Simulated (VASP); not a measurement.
An input for Quantum ESPRESSO's pw.x (written as the equivalent of a VASP run, and not itself run):

```
&CONTROL
  calculation = 'vc-relax'
  pseudo_dir = './pseudo'
  outdir = './out'
  tprnfor = .true.
  tstress = .true.
  nstep = 60
  forc_conv_thr = 0.00039
/
&SYSTEM
  ibrav = 0
  nat = 2
  ntyp = 2
  ecutwfc = 88
  occupations = 'smearing'
  smearing = 'gaussian'
  degauss = 0.003675
  input_dft = 'pbe'
  vdw_corr = 'grimme-d3'
  dftd3_version = 3
  dftd3_threebody = .false.
/
&ELECTRONS
  conv_thr = 7.3e-08
  electron_maxstep = 100
/
&IONS
/
&CELL
/
ATOMIC_SPECIES
  Na 22.990 Na.upf
  F 18.998 F.upf
CELL_PARAMETERS angstrom
     0.0000000    2.3150000    2.3150000
     2.3150000    0.0000000    2.3150000
     2.3150000    2.3150000    0.0000000
ATOMIC_POSITIONS crystal
  Na   0.0000000  0.0000000  0.0000000
  F    0.5000000  0.5000000  0.5000000
K_POINTS automatic
  9 9 9 0 0 0
```

Task: Write the VASP files for the same calculation (PBE-D3 (zero damping)).

Result: One answer among several that fit: 
**INCAR**
```
SYSTEM = NaF
PREC = Accurate; ENCUT = 520; LREAL = F
LASPH = T
EDIFF = 1E-6; NELM = 100; ALGO = Normal
ISMEAR = 0; SIGMA = 0.05
GGA = PE; IVDW = 11
IBRION = 2; NSW = 60; ISIF = 3
EDIFFG = -0.01
LWAVE = F; LCHARG = F
```

POSCAR:
```
NaF
1.0
  0.0000000000   2.3150000000   2.3150000000
  2.3150000000   0.0000000000   2.3150000000
  2.3150000000   2.3150000000   0.0000000000
Na F
1 1
Direct
  0.0000000000   0.0000000000   0.0000000000
  0.5000000000   0.5000000000   0.5000000000
```

KPOINTS:
```
Automatic mesh
0
Gamma
9 9 9
0 0 0
```

POTCAR, in this order: Na_pv F (PBE.64 set). Program: vasp_std.

What does not carry over: the potentials are each code's own (VASP's PAW set, PseudoDojo norm-conserving files in pw.x), so ENCUT and ecutwfc are chosen apart and not converted; conv_thr bounds pw.x's estimated SCF error, while EDIFF bounds the energy change between steps; forc_conv_thr acts on force components and is met together with etot_conv_thr.

The compound is NaF in the rock salt structure. This run relaxes it. Symmetry was kept, so distortions that lower it aren't found.
